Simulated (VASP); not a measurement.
Given:

```xyz
2
Lattice="0.0000 3.1950 3.1950 3.1950 0.0000 3.1950 3.1950 3.1950 0.0000" Properties=species:S:1:pos:R:3 pbc="T T T"
Ba     0.0000     0.0000     0.0000
S      3.1950     3.1950     3.1950
```

These are PBE GGA, VASP's PBE PAW potentials (set 64) (plane waves; VASP) values and carry that method's errors. Numerical set-up: PREC = Normal, 500 eV cut-off, 4×4×4 Γ-centred mesh, Gaussian smearing of 0.010 eV, potentials Ba_sv_GW S_GW.

Unless said otherwise, spin-orbit coupling is left out, though it shifts the bands of the heavy elements here.

Problem. Predict the energy per atom (σ→0), band gap (on the k-mesh) with the smallest direct gap where there is one.

Solution. 
```
Item                                          Value
-----------------------------------  --------------
band gap (on the k-mesh)                    2.20 eV
smallest direct gap (on the k-mesh)         2.31 eV
energy per atom (σ→0)                -5.804 eV/atom
```

Only differences to runs with the same potentials and settings are physical.

The compound is BaS in the rock salt structure. The cell was not relaxed at this level. The k-mesh is coarse (spacing up to 0.43 per Å, 2π included), so the numbers may not be converged in it.
